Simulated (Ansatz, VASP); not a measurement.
# Te (Tellurium) in two plane-wave programs

Wanted: the spread between two codes on one cell, functional and k mesh. The cell is taken from a series of runs on this material, whose earlier steps may have relaxed, scaled, displaced or heated it; both programs get it as it stands.

Method: plane waves, with VASP 6.6.1 beside it; zone-centre phonons at PBEsol, in Ansatz 0.2.0.

## Step 1: Set-up

Symmetry: P3_121, No. 152, trigonal system. Conventional cell: a = 4.362 Å, b = 4.362 Å, c = 5.840 Å, α = 90.00°, β = 90.00°, γ = 120.00°. Nearest to Te lie 2 Te at 2.90 Å.

## Step 2: Ansatz: zone-centre phonons, PBEsol

Ansatz runs on its PAW soft_1 files.

Second derivatives magnify differences that forces hide, and they need a tight electronic threshold.

Input file input.yaml:

```yaml
crystal:
  lattice:
    - [4.361865464, 0.0, 0.0]
    - [-2.180932732, 3.7774862997, 0.0]
    - [0.0, 0.0, 5.8397843496]
  atoms:
    - { symbol: Te, position: [0.2844877694, -5.0e-10, 0.3333333317] }
    - { symbol: Te, position: [-5.0e-10, 0.2844877694, 0.6666666683] }
    - { symbol: Te, position: [0.7155122311, 0.7155122311, 0.0] }
kpoints:
  mp_grid: { grid: [12, 12, 8] }
hamiltonian:
  xc: pbesol
  pseudopotentials: { kind: paw, azcp: { folder: soft_1 }, xc_functional: pbe }
scf:
  occupations: { method: methfessel_paxton, width: 0.2 }
output:
  eigenvalues: true
phonons:
  method: dfpt
```

Run with:

```bash
> ansatz run input.yaml --threads 4 --pin off --max-ram 10240MiB --backend cpu --events-out ev --progress --plain --runs-dir out
```

Numbers of over 12 decimals in the logs are rounded to 6 here.

Log:

```text
zone centre: on kpoints.mp_grid the ground state, and the responses unless they are solved on pairs of k-points, stand on 320 of the mesh's 1152 k-points, reduced under 2 symmetry operations, with k and −k counted as one. Each operation leaves every solved displacement unchanged or reverses it
Engine: ansatz 0.2.0, x86_64-unknown-linux-gnu
Pseudopotentials: kind: paw
Pseudopotential: Te, paw, valence charge 16, recommended cutoff 420 eV (normal), soft_1/Te.paw.azcp
Functional definition: PBEsol
  exchange = pbesol_x
  correlation = pbesol_c
Crystal: 3 atoms, lattice volume = 96.221 Å³
Basis set: ecut = 420 eV, 1909 PW (Γ), exchange–correlation on 60×60×96 points (8 copies of the dense FFT grid, shifted against one another)
Bands: 29, of which v1, the nominal top of the filled ones, is band 24 counted from 1 (23 counted from 0)
Symmetry: 6 space group operations
k-points: 320 of 1152 (irreducible under 2 space group operations, time reversal used)
Non-local potential: Te, projectors of the file, l = 0: 2, l = 1: 2, l = 2: 2, l = 3: 1
PAW form: soft (Blöchl's): semilocal exchange-correlation on the pseudo side does not see the compensation charge
PAW frozen core: Te, regenerated for the run's functional, and the local potential with it (the file was generated under x = pbe(κ = 0.804, μ = 0.219515), c = pbe(β = 0.066725))
PAW one-centre angular grid: Te, 590 points (default); XC on 64 Gauss nodes
Initial density: superposition of atomic densities (chi_scale 0.1, normalization cell)
Initial wavefunctions: pseudopotential atomic-orbital guess
Functional: x = pbesol(κ = 0.804, μ = 0.123457), c = pbesol(β = 0.046)
SCF iter   1: F=—  HF=-20704.821633 eV  |F-HF|=—  |Δ(HF+E_count)|=         —  Δρ=1.44e-2  dr2=1.44e-1  ethr=3.10e-3  ⟨swp⟩=8.7  Hψ=45891  notcnv=0
preconditioner: auto → Resta (q_TF=auto, 2.430 Å⁻¹)  ε∞=4.4  [insulator: Δε(μ)=0.149 eV  Ē_g=8.714 eV  σ=0.200 eV  W_gap=0.57  n_scr=22 (ndim 8)  ℏωp=16.1 eV  f_vac=0.004  D(μ)=0.04/eV (n_scr^D=0)  ε∞_Penn≈4.4]
SCF iter   2: F=—  HF=-20704.802457 eV  |F-HF|=—  |Δ(HF+E_count)|=   1.92e-2  S|Δr|=    0.00e0  Δρ=8.33e-3  dr2=4.75e-2  ethr=2.99e-4  ⟨swp⟩=1.0  Hψ=11848  notcnv=0  defer=2
SCF iter   3: F=—  HF=-20704.795226 eV  |F-HF|=—  |Δ(HF+E_count)|=   7.23e-3  S|Δr|=    0.00e0  Δρ=6.56e-4  dr2=3.81e-4  ethr=9.90e-5  ⟨swp⟩=2.0  Hψ=13070  notcnv=0  defer=2
SCF iter   4: F=—  HF=-20704.795365 eV  |F-HF|=—  |Δ(HF+E_count)|=   1.39e-4  S|Δr|=    0.00e0  Δρ=2.16e-4  dr2=4.81e-5  ethr=7.93e-7  ⟨swp⟩=2.0  Hψ=16907  notcnv=0  defer=2
SCF iter   5: F=—  HF=-20704.795387 eV  |F-HF|=—  |Δ(HF+E_count)|=   2.18e-5  S|Δr|=    0.00e0  Δρ=7.45e-5  dr2=7.74e-6  ethr=1.00e-7  ⟨swp⟩=2.8  Hψ=18420  notcnv=0  defer=2
SCF iter   6: F=—  HF=-20704.795390 eV  |F-HF|=—  |Δ(HF+E_count)|=   3.03e-6  S|Δr|=    0.00e0  Δρ=1.75e-5  dr2=3.43e-7  ethr=1.61e-8  ⟨swp⟩=3.0  Hψ=17535  notcnv=0  defer=2
SCF iter   7: F=—  HF=-20704.795393 eV  |F-HF|=—  |Δ(HF+E_count)|=   3.47e-6  S|Δr|=    0.00e0  Δρ=2.51e-6  dr2=5.67e-9  ethr=7.16e-10  ⟨swp⟩=2.0  Hψ=12083  notcnv=0  defer=2
SCF iter   8: F=—  HF=-20704.795393 eV  |F-HF|=—  |Δ(HF+E_count)|=   8.67e-9  S|Δr|=    0.00e0  Δρ=7.02e-7  dr2=3.61e-10  ethr=1.18e-11  ⟨swp⟩=2.0  Hψ=17015  notcnv=0  defer=2
SCF iter   9: F=—  HF=-20704.795393 eV  |F-HF|=—  |Δ(HF+E_count)|=  1.46e-10  S|Δr|=    0.00e0  Δρ=1.82e-7  dr2=2.27e-11  ethr=1.00e-12  ⟨swp⟩=2.0  Hψ=16905  notcnv=0  defer=2
SCF iter  10: F=-20704.795393 eV  HF=-20704.795393 eV  |F-HF|=0.00e0  |Δ(HF+E_count)|=  7.28e-12  S|Δr|=    0.00e0  Δρ=5.77e-8  dr2=2.02e-12  ethr=1.00e-12  ⟨swp⟩=9.3  Hψ=49284  notcnv=0
SCF 1 converged in 10 iterations: F = -20704.795393 eV  dr2 = 2.02e-12
  greatest PAW one-centre occupation: 0.998 electrons in one spin orbital (limit 2), on the Te atom at site 0 (counted from 0), in its partial waves of l = 2
DFPT response loops at Γ: preconditioner auto → Kerker (q_TF=auto, 2.430 Å⁻¹) (partly filled bands, converged f_vac=0.013); β = 1.00, the filter's whole step (`scf.mixing.beta` (0.50) is not read by the response loops under this deck's `scf.mixing.preconditioner`; to damp them name `kerker` or `kerker_dos`, under which they read `scf.mixing.beta`, and type it under 1.00, their step now; both keys bind the ground state too); Broyden in place of MSR1
SCF converged after 10 iterations
Stability not checked: this state was not tested for a lower state beside it, because cold or Methfessel-Paxton smearing, or corrected tetrahedra, fill the levels in a way that the test cannot read (fill_not_monotonic; see scf.lower_state_search)
Free energy (F): -20704.795393 eV
Harris-Foulkes:  -20704.795393 eV  (|F-HF|=0.00e0)
Internal energy: -20704.799279 eV  (E = F + TS)
E sigma→0 (E₀):  -20704.796364 eV
Entropy (-TS):   0.003886 eV (1.295 meV/atom)
Fermi energy:    9.656310 eV
Step filling:    the computed levels leave a gap of 0.1087 eV = 0.5 smearing widths at the electron count; against every level under it full and every level over it empty, smearing changes F+E_penalty+E_count by +0.988 meV and its σ→0 estimate by +0.017 meV
--- Per-component energies (eV) ---
  E_band       = -766.384229
  E_kinetic    = 517.019550
  E_local      = -4739.710137  (includes V_loc(G=0)·N_el)
  E_nonlocal   = 200.777606
  E_hartree    = 2369.594323
  E_xc         = -366.100131
  E_vxc        = -307.384405  (∫ρ·V_xc dr)
  E_paw        = -13773.577362  (= ΣΔE_a)
  E_vpaw       = -1176.275709  (= ΣTr[D̂ρ^β])
  E_aug_tail   = 0.000253  (compensation charges beyond the density's cutoff)
  E_ewald      = -4913.927815
  E_core_change = 1.124434  (= ΣΔE_core)
  E_smearing   = 0.003886  (= −TS)
  E_closure    = 0.000000  (closes the sum)
  Σ components = -20704.795393   (vs F -20704.795393, Δ=0.00e0)
--- Band table (eV; the first three rows and the last of 320) ---
  k-point 0: bands = [... 20 lower, 6.8394, 7.6612, 7.6612, 8.2961, 10.5538, 10.5538, 11.0836, 14.4138, ... 1 higher]
  k-point 1: bands = [... 20 lower, 6.9395, 7.7214, 7.8109, 8.3219, 10.3916, 10.4339, 10.9033, 13.9917, ... 1 higher]
  k-point 2: bands = [... 20 lower, 6.9060, 7.8994, 8.1012, 8.3974, 10.0540, 10.1406, 10.4803, 13.6100, ... 1 higher]
  k-point 319: bands = [... 20 lower, 4.7860, 8.1145, 8.5158, 9.2075, 10.2197, 11.2135, 11.2139, 14.4050, ... 1 higher]
--- Phonons (Γ-DFPT): 3 representative perturbations + reference, on 320 of 1152 k-points (Σ response iterations 9) ---
  k mesh reduced under 2 symmetry operations, with k and −k counted as one. Each operation leaves every solved displacement unchanged or reverses it
  ASR residual: 3.132e-5 → 0.000e0 eV/Å²; symmetrization residual: 1.477e-6 eV/Å²
  ASR residual per site (eV/Å²): 3.13e-5 3.13e-5 3.13e-5
  Γ frequencies (cm⁻¹): 0.00 0.00 0.00 81.48 81.48 91.19 98.99 127.14 127.14
  non-analytic LO–TO correction: not included (Born effective charges unavailable; polar crystals: no LO–TO splitting at Γ)
```

(Continued in part 2 of 2.)

[Lines on the potential files, build, host, timing and source positions are cut from VASP's logs without a mark.]

[Logs are printed without paths, hosts, clocks, repeated set-up lines and the standing remarks that a program may print on its own settings, such as how far it seeks lower states.]

[Hosts, paths, dates, database ids (printed as entryN), source tags and the programs' standing remarks are cut or masked in the printed files.]
